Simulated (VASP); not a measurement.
All values below come from PBEsol GGA, VASP's PBE PAW potentials (set 64) (plane waves; VASP).

A VASP calculation is set up with these files.

File POSCAR:
```
DyPb3
1
    4.7958486330     0.0000000000     0.0000000000
    0.0000000000     4.7958486330     0.0000000000
    0.0000000000     0.0000000000     4.7958486330
Dy Pb
1 3
Direct
  0.0000000000   0.0000000000   0.0000000000
  0.0000000000   0.5000000000   0.5000000000
  0.5000000000   0.0000000000   0.5000000000
  0.5000000000   0.5000000000   0.0000000000
```

### INCAR
```
# general
SYSTEM  = DyPb3
PREC    = Accurate
ENCUT   = 480
LREAL   = .False.
LASPH   = .True.

# electronic loop
EDIFF   = 1E-7
NELM    = 100
ALGO    = Normal
LMAXMIX = 6

# smearing
ISMEAR  = 1
SIGMA   = 0.1

# functional
GGA     = PS

# ions
ISIF    = 2

# output
LWAVE   = .False.
LCHARG  = .False.
```

**KPOINTS**
```
Automatic mesh
0
Gamma
6 6 6
0 0 0
```

POTCAR, in this order: Dy_3 Pb_d (PBE.64 set). Program: vasp_std.

The resulting files:

**OSZICAR**
```
       N       E                     dE             d eps       ncg     rms          rms(c)
DAV:   1     0.546073405980E+03    0.54607E+03   -0.23349E+04  1200   0.183E+03
DAV:   2     0.313184585988E+02   -0.51475E+03   -0.50961E+03  1200   0.515E+02
DAV:   3    -0.163873755659E+02   -0.47706E+02   -0.47112E+02  1416   0.196E+02
DAV:   4    -0.183353086295E+02   -0.19479E+01   -0.19301E+01  1434   0.448E+01
DAV:   5    -0.184093217578E+02   -0.74013E-01   -0.73960E-01  1576   0.773E+00    0.163E+01
DAV:   6    -0.182933536204E+02    0.11597E+00   -0.17864E-01  1576   0.499E+00    0.954E+00
DAV:   7    -0.182668860460E+02    0.26468E-01   -0.18990E-01  1532   0.464E+00    0.520E-01
DAV:   8    -0.182648476792E+02    0.20384E-02   -0.25119E-02  1464   0.215E+00    0.154E-01
DAV:   9    -0.182647713257E+02    0.76354E-04   -0.10379E-03  1744   0.248E-01    0.585E-02
DAV:  10    -0.182647659866E+02    0.53391E-05   -0.11254E-04  1584   0.112E-01    0.137E-02
DAV:  11    -0.182647627355E+02    0.32510E-05   -0.20959E-05  1500   0.541E-02    0.663E-03
DAV:  12    -0.182647629428E+02   -0.20730E-06   -0.21045E-06  1440   0.103E-02    0.652E-03
DAV:  13    -0.182647628149E+02    0.12795E-06   -0.22772E-07  1038   0.393E-03    0.180E-03
DAV:  14    -0.182647627378E+02    0.77065E-07   -0.11516E-07   938   0.242E-03
   1 F= -.18264763E+02 E0= -.18264292E+02  d E =-.141191E-02
```

OUTCAR:
```
------------------------ aborting loop because EDIFF is reached ----------------------------------------
  FORCE on cell =-STRESS in cart. coord.  units (eV):
  Direction    XX          YY          ZZ          XY          YZ          ZX
  --------------------------------------------------------------------------------------
  Total       -0.0202510     -0.0202510     -0.0202510      0.0000000     -0.0000000      0.0000000
  in kB       -0.2941439     -0.2941439     -0.2941439      0.0000000     -0.0000000      0.0000000
  external PRESSURE =      -0.2941439 kB  Pullay stress =       0.0000000 kB
  volume of cell :      110.31
      direct lattice vectors                 reciprocal lattice vectors
     4.795848633  0.000000000  0.000000000     0.208513670  0.000000000  0.000000000
     0.000000000  4.795848633  0.000000000     0.000000000  0.208513670  0.000000000
     0.000000000  0.000000000  4.795848633     0.000000000  0.000000000  0.208513670
 POSITION                                       TOTAL-FORCE (eV/Angst)
 -----------------------------------------------------------------------------------
      0.00000      0.00000      0.00000         0.000000      0.000000      0.000000
      0.00000      2.39792      2.39792         0.000000      0.000000      0.000000
      2.39792      0.00000      2.39792         0.000000      0.000000      0.000000
      2.39792      2.39792      0.00000         0.000000      0.000000      0.000000
 -----------------------------------------------------------------------------------
    total drift:                                0.000000      0.000000      0.000000
  FREE ENERGIE OF THE ION-ELECTRON SYSTEM (eV)
  ---------------------------------------------------
  free  energy   TOTEN  =       -18.2647627378 eV

  energy  without entropy=      -18.2633508298  energy(sigma->0) =      -18.26429210
```
(Selected blocks of OUTCAR.)

The 4f electrons are frozen in the core of the lanthanide potential, so 4f levels, which can set the real gap, and their magnetism are missing.

The structure comes from a computed database's DyPb3 entry (Pm-3m); how it stands against other phases isn't given here. It was relaxed first. The electron count is odd and the run is not spin-polarised, which forces a metal.
